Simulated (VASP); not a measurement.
Method: PBE GGA with D4 dispersion, VASP's PBE PAW potentials (set 64) (plane waves; VASP).

Input for VASP

KPOINTS:
```
Automatic mesh
0
Gamma
10 10 10
0 0 0
```

### INCAR
```
SYSTEM = BAs
PREC = Accurate; ENCUT = 520; LREAL = .FALSE.
LASPH = .TRUE.
EDIFF = 1E-7; NELM = 100; ALGO = Normal
LMAXMIX = 4
ISMEAR = 0; SIGMA = 0.05
GGA = PE; IVDW = 13
ISIF = 2
LWAVE = .FALSE.; LCHARG = .FALSE.
```

**POSCAR**
```
BAs
1
    0.0000000000     2.3588323053     2.3588323053
    2.3588323053     0.0000000000     2.3588323053
    2.3588323053     2.3588323053     0.0000000000
B As
1 1
Direct
  0.0000000000   0.0000000000   0.0000000000
  0.2500000000   0.2500000000   0.2500000000
```

POTCAR, in this order: B As (PBE.64 set). Program: vasp_std.

Output of the run:

OUTCAR:
```
 ion  position               nearest neighbor table
   1  0.000  0.000  0.000-   2 2.04   2 2.04   2 2.04   2 2.04
   2  0.250  0.250  0.250-   1 2.04   1 2.04   1 2.04   1 2.04
  LATTYP: Found a face centered cubic cell.
 ALAT       =     4.7176646106
 Subroutine PRICEL returns:
 Original cell was already a primitive cell.
 Subroutine GETGRP returns: Found 24 space group operations
The static configuration has the point symmetry T_d .
The dynamic configuration has the point symmetry T_d .
 Subroutine INISYM returns: Found 24 space group operations
 Subroutine IBZKPT returns following result:
 Found     47 irreducible k-points:

 Following reciprocal coordinates:
            Coordinates               Weight
  0.000000  0.000000  0.000000      1.000000
  0.100000  0.000000  0.000000      8.000000
  0.200000  0.000000  0.000000      8.000000
  0.300000  0.000000  0.000000      8.000000
  0.400000  0.000000  0.000000      8.000000
  0.500000  0.000000  0.000000      4.000000
  0.100000  0.100000  0.000000      6.000000
  0.200000  0.100000  0.000000     24.000000
  0.300000  0.100000  0.000000     24.000000
  0.400000  0.100000  0.000000     24.000000
  0.500000  0.100000  0.000000     24.000000
 -0.400000  0.100000  0.000000     24.000000
 -0.300000  0.100000  0.000000     24.000000
 -0.200000  0.100000  0.000000     24.000000
 -0.100000  0.100000  0.000000     12.000000
  0.200000  0.200000  0.000000      6.000000
  0.300000  0.200000  0.000000     24.000000
  0.400000  0.200000  0.000000     24.000000
  0.500000  0.200000  0.000000     24.000000
 -0.400000  0.200000  0.000000     24.000000
 -0.300000  0.200000  0.000000     24.000000
 -0.200000  0.200000  0.000000     12.000000
  0.300000  0.300000  0.000000      6.000000
  0.400000  0.300000  0.000000     24.000000
...
```

OSZICAR:
```
       N       E                     dE             d eps       ncg     rms          rms(c)
DAV:   1     0.132051651758E+02    0.13205E+02   -0.40647E+03   752   0.898E+02
DAV:   2    -0.117650673767E+02   -0.24970E+02   -0.23597E+02  1192   0.110E+02
DAV:   3    -0.120813955269E+02   -0.31633E+00   -0.31633E+00   792   0.164E+01
DAV:   4    -0.120818201479E+02   -0.42462E-03   -0.42462E-03  1168   0.679E-01
DAV:   5    -0.120818202791E+02   -0.13120E-06   -0.13123E-06   792   0.768E-03    0.521E+00
DAV:   6    -0.114424434111E+02    0.63938E+00   -0.19804E+00   784   0.744E+00    0.258E+00
DAV:   7    -0.113737303498E+02    0.68713E-01   -0.24127E-01  1056   0.295E+00    0.985E-01
DAV:   8    -0.113662864655E+02    0.74439E-02   -0.22234E-02   808   0.106E+00    0.125E-01
DAV:   9    -0.113666204664E+02   -0.33400E-03   -0.57526E-04   952   0.201E-01    0.730E-02
DAV:  10    -0.113667986912E+02   -0.17822E-03   -0.28381E-04   880   0.126E-01    0.170E-02
DAV:  11    -0.113668038602E+02   -0.51690E-05   -0.10249E-05  1120   0.258E-02    0.151E-02
DAV:  12    -0.113668033177E+02    0.54254E-06   -0.24269E-06   816   0.108E-02    0.249E-03
DAV:  13    -0.113668033123E+02    0.53825E-08   -0.81984E-08   664   0.230E-03
   1 F= -.12146771E+02 E0= -.12146771E+02  d E =-.232678E-11
```

OUTCAR:
```
------------------------ aborting loop because EDIFF is reached ----------------------------------------
  Edisp (eV):   -0.77997
  FORCE on cell =-STRESS in cart. coord.  units (eV):
  Direction    XX          YY          ZZ          XY          YZ          ZX
  --------------------------------------------------------------------------------------
  Total       0.75007     0.75007     0.75007    -0.00000    -0.00000     0.00000
  in kB      45.78133    45.78133    45.78133    -0.00000    -0.00000     0.00000
  external pressure =       45.78 kB  Pullay stress =        0.00 kB
  volume of cell :       26.25
      direct lattice vectors                 reciprocal lattice vectors
     0.000000000  2.358832305  2.358832305    -0.211969286  0.211969286  0.211969286
     2.358832305  0.000000000  2.358832305     0.211969286 -0.211969286  0.211969286
     2.358832305  2.358832305  0.000000000     0.211969286  0.211969286 -0.211969286
  FREE ENERGIE OF THE ION-ELECTRON SYSTEM (eV)
  ---------------------------------------------------
  free  energy   TOTEN  =       -12.1467705625 eV

  energy  without entropy=      -12.1467705625  energy(sigma->0) =      -12.14677056
```
(Selected blocks of OUTCAR.)

The compound is BAs in the zinc blende structure. This cell is one point of a volume scan, at 0.97 of the reference volume.
